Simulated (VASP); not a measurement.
# SnGe18H3 in VASP: relaxation of the atoms with PBEsol

Aim: the relaxation of the atoms of SnGe18H3 with PBEsol.

Program: VASP 6.6.1. These are calculated values, not measurements. Logs are shortened: lines on timing, memory, paths and dates and some standing lists are left out, and cuts for length are marked.

## Step 1: Starting point

The cell holds a slab with vacuum, 66 atoms: a = 12.081 Å, b = 12.081 Å, c = 21.958 Å, α = 90.00°, β = 90.00°, γ = 120.00°.

## Step 2: Relaxation of the atoms, PBEsol

INCAR

```
SYSTEM = SnGe18H3
PREC = Accurate ; ENCUT = 300
EDIFF = 1E-6 ; ISMEAR = 0
SIGMA = 0.03 ; LREAL = .FALSE.
LASPH = .TRUE. ; NELM = 80
ALGO = Fast ; ISIF = 2
LWAVE = .FALSE. ; LCHARG = .FALSE.
GGA = PS ; IBRION = 2
NSW = 40 ; EDIFFG = -0.02
KPAR = 2
```

KPOINTS

```
regular mesh
0
G
  3 3 1
  0 0 0
```

POSCAR

```
SnGe18H3
1.0
   12.0809193600      0.0000000000      0.0000000000
   -6.0404596800     10.4623830600      0.0000000000
    0.0000000000      0.0000000000     21.9580220100
Ge H Sn
54 9 3
Selective dynamics
Direct
    0.0076464400      0.0152928800      0.7039806200  T T T
    0.0076464400      0.3256868900      0.7039806200  T T T
   -0.0152928800      0.6590202300      0.7039806200  T T T
    0.3409797700     -0.0076464400      0.7039806200  T T T
    0.3180404500      0.3256868900      0.7039806200  T T T
    0.3409797700      0.6819595500      0.7039806200  T T T
    0.6513737900     -0.0076464400      0.7039806200  T T T
    0.6743131100      0.3486262100      0.7039806200  T T T
    0.6743131100      0.6590202300      0.7039806200  T T T
    0.1111111100      0.2222222200      0.6460518000  T T T
    0.1111111100      0.5555555600      0.6665454500  T T T
    0.1111111100      0.8888888900      0.6665454500  T T T
    0.4444444400      0.2222222200      0.6665454500  T T T
    0.4444444400      0.5555555600      0.6665454500  T T T
    0.4444444400      0.8888888900      0.6460518000  T T T
    0.7777777800      0.2222222200      0.6665454500  T T T
    0.7777777800      0.5555555600      0.6460518000  T T T
    0.7777777800      0.8888888900      0.6665454500  T T T
    0.1111111100      0.2222222200      0.5542399100  T T T
    0.1111111100      0.5555555600      0.5542399100  T T T
    0.1111111100      0.8888888900      0.5542399100  T T T
    0.4444444400      0.2222222200      0.5542399100  T T T
    0.4444444400      0.5555555600      0.5542399100  T T T
    0.4444444400      0.8888888900      0.5542399100  T T T
    0.7777777800      0.2222222200      0.5542399100  T T T
    0.7777777800      0.5555555600      0.5542399100  T T T
    0.7777777800      0.8888888900      0.5542399100  T T T
    0.2222222200      0.1111111100      0.5168047400  T T T
    0.2222222200      0.4444444400      0.5168047400  T T T
    0.2222222200      0.7777777800      0.5168047400  T T T
    0.5555555600      0.1111111100      0.5168047400  T T T
    0.5555555600      0.4444444400      0.5168047400  T T T
    0.5555555600      0.7777777800      0.5168047400  T T T
    0.8888888900      0.1111111100      0.5168047400  T T T
    0.8888888900      0.4444444400      0.5168047400  T T T
    0.8888888900      0.7777777800      0.5168047400  T T T
    0.2222222200      0.1111111100      0.4044992000  F F F
    0.2222222200      0.4444444400      0.4044992000  F F F
    0.2222222200      0.7777777800      0.4044992000  F F F
    0.5555555600      0.1111111100      0.4044992000  F F F
    0.5555555600      0.4444444400      0.4044992000  F F F
    0.5555555600      0.7777777800      0.4044992000  F F F
    0.8888888900      0.1111111100      0.4044992000  F F F
    0.8888888900      0.4444444400      0.4044992000  F F F
    0.8888888900      0.7777777800      0.4044992000  F F F
    0.0000000000      0.0000000000      0.3670640300  F F F
    0.0000000000      0.3333333300      0.3670640300  F F F
    0.0000000000      0.6666666700      0.3670640300  F F F
    0.3333333300      0.0000000000      0.3670640300  F F F
    0.3333333300      0.3333333300      0.3670640300  F F F
    0.3333333300      0.6666666700      0.3670640300  F F F
    0.6666666700      0.0000000000      0.3670640300  F F F
    0.6666666700      0.3333333300      0.3670640300  F F F
    0.6666666700      0.6666666700      0.3670640300  F F F
    0.0000000000      0.0000000000      0.2960193800  F F F
    0.0000000000      0.3333333300      0.2960193800  F F F
    0.0000000000      0.6666666700      0.2960193800  F F F
    0.3333333300      0.0000000000      0.2960193800  F F F
    0.3333333300      0.3333333300      0.2960193800  F F F
    0.3333333300      0.6666666700      0.2960193800  F F F
    0.6666666700      0.0000000000      0.2960193800  F F F
    0.6666666700      0.3333333300      0.2960193800  F F F
    0.6666666700      0.6666666700      0.2960193800  F F F
    0.1111111100      0.2222222200      0.7868660500  T T T
    0.4444444400      0.8888888900      0.7868660500  T T T
    0.7777777800      0.5555555600      0.7868660500  T T T
```

Potentials or basis: VASP PAW PBE potentials, release 64 (Ge, H, Sn).

The run is started by

```console
cat potpaw_PBE.64/Ge/POTCAR potpaw_PBE.64/H/POTCAR potpaw_PBE.64/Sn/POTCAR > POTCAR
mpirun -np 8 vasp_std > vasp.out
```

OUTCAR:

```text
SYSTEM = SnGe18H3
   PREC = Accurate
   ENCUT = 300
   EDIFF = 1E-6
   ISMEAR = 0
   LREAL = .FALSE.
   LASPH = .TRUE.
   NELM = 80
   ISIF = 2
   GGA = PS
   IBRION = 2
   NSW = 40
   EDIFFG = -0.02

 ion  position               nearest neighbor table
   1  0.008  0.015  0.704-  10 2.51  12 2.55  18 2.55  64 2.83
   2  0.008  0.326  0.704-  10 2.51  16 2.55  11 2.55  64 2.83
   3  0.985  0.659  0.704-  17 2.51  12 2.55  11 2.55  66 2.83
   4  0.341  0.992  0.704-  15 2.51  13 2.55  12 2.55  65 2.83
   5  0.318  0.326  0.704-  10 2.51  13 2.55  14 2.55  64 2.83
   6  0.341  0.682  0.704-  15 2.51  11 2.55  14 2.55  65 2.83
   7  0.651  0.992  0.704-  15 2.51  16 2.55  18 2.55  65 2.83
   8  0.674  0.349  0.704-  17 2.51  16 2.55  13 2.55  66 2.83
   9  0.674  0.659  0.704-  17 2.51  18 2.55  14 2.55  66 2.83
  10  0.111  0.222  0.646-  19 2.02   1 2.51   5 2.51   2 2.51  64 3.09
  11  0.111  0.556  0.667-  20 2.47   6 2.55   3 2.55   2 2.55
  12  0.111  0.889  0.667-  21 2.47   3 2.55   1 2.55   4 2.55
  13  0.444  0.222  0.667-  22 2.47   4 2.55   5 2.55   8 2.55
  14  0.444  0.556  0.667-  23 2.47   6 2.55   5 2.55   9 2.55
  15  0.444  0.889  0.646-  24 2.02   6 2.51   4 2.51   7 2.51  65 3.09
  16  0.778  0.222  0.667-  25 2.47   7 2.55   8 2.55   2 2.55
  17  0.778  0.556  0.646-  26 2.02   9 2.51   3 2.51   8 2.51  66 3.09
[... 56 lines left out ...]
 A1 = (  12.0809193600,   0.0000000000,   0.0000000000)
 A2 = (  -6.0404596800,  10.4623830600,   0.0000000000)
 A3 = (   0.0000000000,   0.0000000000,  21.9580220100)

Analysis of symmetry for initial positions (statically):
=====================================================================
 Subroutine PRICEL returns following result:

  LATTYP: Found a hexagonal cell.
 ALAT       =     6.9749219737
 C/A-ratio  =     3.1481387309
[... 12 lines left out ...]
 Subroutine GETGRP returns: Found  6 space group operations
 (whereof  2 operations were pure point group operations)
 out of a pool of 24 trial point group operations.

The static configuration has the point symmetry C_1h.
 The point group associated with its full space group is C_3v.

Analysis of symmetry for dynamics (positions and initial velocities):
=====================================================================
 Subroutine PRICEL returns following result:

  LATTYP: Found a hexagonal cell.
 ALAT       =     6.9749219737
 C/A-ratio  =     3.1481387309
[... 12 lines left out ...]
 Subroutine GETGRP returns: Found  6 space group operations
 (whereof  2 operations were pure point group operations)
 out of a pool of 24 trial point group operations.

The dynamic configuration has the point symmetry C_1h.
 The point group associated with its full space group is C_3v.

Analysis of constrained symmetry for selective dynamics:
=====================================================================
 Subroutine PRICEL returns following result:

  LATTYP: Found a hexagonal cell.
 ALAT       =     6.9749219737
 C/A-ratio  =     3.1481387309
[... 12 lines left out ...]
 Subroutine GETGRP returns: Found  6 space group operations
 (whereof  2 operations were pure point group operations)
 out of a pool of 24 trial point group operations.

The constrained configuration has the point symmetry C_1h.
 The point group associated with its full space group is C_3v.

 Subroutine INISYM returns: Found  6 space group operations
 (whereof  2 operations are pure point group operations),
 and found     3 'primitive' translations

----------------------------------------------------------------------------------------

                                     Primitive cell

  volume of cell :     925.1296

  direct lattice vectors                    reciprocal lattice vectors
[... 94 lines left out ...]
   NGXF,Y,Z  is equivalent  to a cutoff of  19.27, 19.27, 19.08 a.u.
 SYSTEM =  SnGe18H3
   PREC   = accura    normal or accurate (medium, high low for compatibility)
   ISTART =      0    job   : 0-new  1-cont  2-samecut
   ICHARG =      2    charge: 1-file 2-atom 10-const
   ISPIN  =      1    spin polarized calculation?
   LNONCOLLINEAR =      F non collinear calculations
   LSORBIT =      F    spin-orbit coupling
   LASPH  =      T    aspherical Exc in radial PAW
   ENCUT  =  300.0 eV  22.05 Ry    4.70 a.u.  17.06 17.06 31.01*2*pi/ulx,y,z
   NELM   =     80;   NELMIN=  2; NELMDL= -5     # of ELM steps
   EDIFF  = 0.1E-05   stopping-criterion for ELM
   LREAL  =      F    real-space projection
   EDIFFG = -.2E-01   stopping-criterion for IOM
   NSW    =     40    number of steps for IOM
   IBRION =      2    ionic relax: 0-MD 1-quasi-New 2-CG
   NFREE  =      1    steps in history (QN), initial steepest desc. (CG)
   ISIF   =      2    stress and relaxation
   ISYM   =      2    0-nonsym 1-usesym 2-fastsym
   POTIM  = 0.5000    time-step for ionic-motion
   TEBEG  =    0.0;   TEEND  =   0.0 temperature during run
   PSTRESS=    0.0 pullay stress
   NELECT =     237.0000    total number of electrons
   NUPDOWN=      -1.0000    fix difference up-down
   EMIN   =  10.00;   EMAX   =-10.00  energy-range for DOS
   EFERMI =   0.00;   METHOD = LEGACY
   ISMEAR =     0;   SIGMA  =   0.03  broadening in eV -4-tet -1-fermi 0-gaus
   EFERMI_NEDOS =   21; number of points for ismear=-14 and -15
   IALGO  =     68    algorithm
   IMIX   =      4    mixing-type and parameters
     AMIX     =   0.40;   BMIX     =  1.00
     AMIX_MAG =   1.60;   BMIX_MAG =  1.00
  volume/ion in A,a.u.               =      42.05       283.78
  Fermi-wavevector in a.u.,A,eV,Ry     =   0.720913  1.362329  7.071164  0.519716
  Thomas-Fermi vector in A             =   1.810487
   LORBIT       =      0    0 simple, 1 ext, 2 COOP (PROOUT), +10 PAW based schemes
   GGA     = PS    functional components
   LHFCALC =     F    Hartree Fock is set to
   AEXX    =    0.0000 exact exchange contribution
   IVDW    =     0    specifies the selected vdW correction
   LEPSILON=     F    determine dielectric tensor
   LRPA    =     F    only Hartree local field effects (RPA)
 conjugate gradient relaxation of ions
 non-spin polarized calculation
 RMM-DIIS sequential band-by-band and
 Gauss-broadening in eV      SIGMA  =   0.03
  energy-cutoff  :      300.00
  volume of cell :     2775.39
 maximum number of plane-waves:     32775
 NGX is ok and might be reduce to    70
   NGX = 35   NGY = 35   NGZ = 63

--------------------------------------- Ionic step        1  -------------------------------------------

 number of electron     237.0000004 magnetization

 Free energy of the ion-electron system (eV)
  ---------------------------------------------------
  ext. energy  EPLUGINS =         0.00000000
  ---------------------------------------------------
  free energy    TOTEN  =      -293.24482072 eV

  energy without entropy =     -293.22526801  energy(sigma->0) =     -293.23504437

------------------------ aborting loop because EDIFF is reached ----------------------------------------

  FORCE on cell =-STRESS in cart. coord.  units (eV):
  Direction    XX          YY          ZZ          XY          YZ          ZX
  --------------------------------------------------------------------------------------
  -------------------------------------------------------------------------------------
  Total      -15.4300952    -15.4300952     43.3596388      0.0000000     -0.0000000     -0.0000000
  in kB       -8.9074905     -8.9074905     25.0306668      0.0000000     -0.0000000     -0.0000000
  external PRESSURE =       2.4052286 kB  Pullay stress =       0.0000000 kB
[... 281 lines left out ...]
  FREE ENERGIE OF THE ION-ELECTRON SYSTEM (eV)
  ---------------------------------------------------
  free  energy   TOTEN  =      -296.4503443900 eV

  energy  without entropy=     -296.4440103499  energy(sigma->0) =     -296.44717737

[... ionic steps 4 to 13 ...]

--------------------------------------- Ionic step       14  -------------------------------------------

 number of electron     236.9999992 magnetization

------------------------ aborting loop because EDIFF is reached ----------------------------------------
[... 195 lines left out ...]
--------------------------------------- Ionic step       16  -------------------------------------------

 number of electron     236.9999991 magnetization

 Free energy of the ion-electron system (eV)
  ---------------------------------------------------
  ext. energy  EPLUGINS =         0.00000000
  ---------------------------------------------------
  free energy    TOTEN  =      -297.01068448 eV

  energy without entropy =     -297.00209060  energy(sigma->0) =     -297.00638754

 E-fermi :  -0.5637     XC(G=0):  -5.2194

 val. band max:       -0.5649985135   @ k =   0.0000   0.0000   0.0000
 cond. band min:      -0.4183855257   @ k =   0.3333   0.3333   0.0000
 fundamental gap:      0.1466129877
 Fermi energy:        -0.5636954687

 k-point     1 :       0.0000    0.0000    0.0000
  band No.  band energies     occupation
      1     -12.8072      2.00000
      2     -12.1805      2.00000
      3     -11.8320      2.00000
      4     -11.8320      2.00000
      5     -11.6191      2.00000
      6     -11.6191      2.00000
[... 388 lines left out ...]
    129       1.2975      0.00000
    130       1.3416      0.00000
 [bands above 130 left out]

------------------------ aborting loop because EDIFF is reached ----------------------------------------

  FORCE on cell =-STRESS in cart. coord.  units (eV):
  Direction    XX          YY          ZZ          XY          YZ          ZX
  --------------------------------------------------------------------------------------
  -------------------------------------------------------------------------------------
  Total      -10.6993091    -10.6993090     -0.1226899      0.0000000      0.0000000     -0.0000000
  in kB       -6.1765007     -6.1765007     -0.0708265      0.0000000      0.0000000     -0.0000000
  external PRESSURE =      -4.1412760 kB  Pullay stress =       0.0000000 kB
[... 81 lines left out ...]
  FREE ENERGIE OF THE ION-ELECTRON SYSTEM (eV)
  ---------------------------------------------------
  free  energy   TOTEN  =      -297.0106844771 eV

  energy  without entropy=     -297.0020905951  energy(sigma->0) =     -297.00638754

 reached required accuracy - stopping structural energy minimisation
```

Wall time 62 min (8 MPI ranks of Intel Xeon Platinum 8488C (Sapphire Rapids), shared host); peak memory 0.62 GiB.

What came out:

* Free energy: -297.0107 eV
* Energy gained by relaxing: 57.1 meV/atom
* Ionic steps: 16
* Band gap on the k mesh: none (metal or under the smearing width)

Step by step:
| step | energy change (eV) | largest force (eV/Å) | pressure (GPa) |
| --- | --- | --- | --- |
| 1 | 0.0000 | 7.4900 | 0.24 |
| 2 | -1.4887 | 3.8441 | 0.17 |
| 3 | -3.2055 | 0.5704 | -0.11 |
| 4 | -3.4538 | 0.3445 | -0.21 |
| 5 | -3.5454 | 0.3903 | -0.29 |
| 6 | -3.6087 | 0.4078 | -0.30 |
| 7 | -3.6553 | 0.4400 | -0.31 |
| 8 | -3.7073 | 0.3807 | -0.33 |
| 9 | -3.7269 | 0.3227 | -0.36 |
| 10 | -3.7519 | 0.3257 | -0.37 |
| 11 | -3.7603 | 0.3311 | -0.37 |
| 12 | -3.7636 | 0.3252 | -0.39 |
| 13 | -3.7637 | 0.3238 | -0.39 |
| 14 | -3.7652 | 0.3212 | -0.40 |
| 15 | -3.7653 | 0.3204 | -0.40 |
| 16 | -3.7659 | 0.3184 | -0.41 |

Final structure:
```
CELL_PARAMETERS angstrom
12.08092 0.00000 0.00000
-6.04046 10.46238 0.00000
0.00000 0.00000 21.95802
ATOMIC_POSITIONS crystal
Ge 0.00796 0.01592 0.70495
Ge 0.00796 0.32537 0.70495
Ge 0.98408 0.65870 0.70495
Ge 0.34130 0.99204 0.70495
Ge 0.31741 0.32537 0.70495
Ge 0.34130 0.68259 0.70495
Ge 0.65074 0.99204 0.70495
Ge 0.67463 0.34926 0.70495
Ge 0.67463 0.65870 0.70495
Ge 0.11111 0.22222 0.64891
Ge 0.11111 0.55556 0.67412
Ge 0.11111 0.88889 0.67412
Ge 0.44444 0.22222 0.67412
Ge 0.44444 0.55556 0.67412
Ge 0.44444 0.88889 0.64891
Ge 0.77778 0.22222 0.67412
Ge 0.77778 0.55556 0.64891
Ge 0.77778 0.88889 0.67412
Ge 0.11111 0.22222 0.53923
Ge 0.11111 0.55556 0.55934
Ge 0.11111 0.88889 0.55934
Ge 0.44444 0.22222 0.55934
Ge 0.44444 0.55556 0.55934
Ge 0.44444 0.88889 0.53923
Ge 0.77778 0.22222 0.55934
Ge 0.77778 0.55556 0.53923
Ge 0.77778 0.88889 0.55934
Ge 0.22547 0.10787 0.51636
Ge 0.22547 0.45093 0.51636
Ge 0.21574 0.77453 0.51636
Ge 0.55880 0.11760 0.51636
Ge 0.54907 0.44120 0.51636
Ge 0.55880 0.77453 0.51636
Ge 0.88240 0.10787 0.51636
Ge 0.89213 0.44120 0.51636
Ge 0.89213 0.78426 0.51636
Ge 0.22222 0.11111 0.40450
Ge 0.22222 0.44444 0.40450
Ge 0.22222 0.77778 0.40450
Ge 0.55556 0.11111 0.40450
Ge 0.55556 0.44444 0.40450
Ge 0.55556 0.77778 0.40450
Ge 0.88889 0.11111 0.40450
Ge 0.88889 0.44444 0.40450
Ge 0.88889 0.77778 0.40450
Ge 0.00000 0.00000 0.36706
Ge 0.00000 0.33333 0.36706
Ge 0.00000 0.66667 0.36706
Ge 0.33333 0.00000 0.36706
Ge 0.33333 0.33333 0.36706
Ge 0.33333 0.66667 0.36706
Ge 0.66667 0.00000 0.36706
Ge 0.66667 0.33333 0.36706
Ge 0.66667 0.66667 0.36706
H 0.00000 0.00000 0.29602
H 0.00000 0.33333 0.29602
H 0.00000 0.66667 0.29602
H 0.33333 0.00000 0.29602
H 0.33333 0.33333 0.29602
H 0.33333 0.66667 0.29602
H 0.66667 0.00000 0.29602
H 0.66667 0.33333 0.29602
H 0.66667 0.66667 0.29602
Sn 0.11111 0.22222 0.78724
Sn 0.44444 0.88889 0.78724
Sn 0.77778 0.55556 0.78724
```

Levels at points of the mesh, in eV from the Fermi level:
| k point | band 115 | band 116 | band 117 | band 118 | band 119 | band 120 | band 121 | band 122 | band 123 | band 124 |
| --- | --- | --- | --- | --- | --- | --- | --- | --- | --- | --- |
| (0.00, 0.00, 0.00) | -0.46 | -0.31 | -0.31 | -0.07 | 0.00 | 0.00 | 0.34 | 0.52 | 0.80 | 0.80 |

Caveat: the cutoff is under 1.25 times the usual one of these potentials, so pressure, stress and relaxed cells hold a basis-set (Pulay) error; the PAW data sets were made with another functional, which shifts forces and pressure a little.
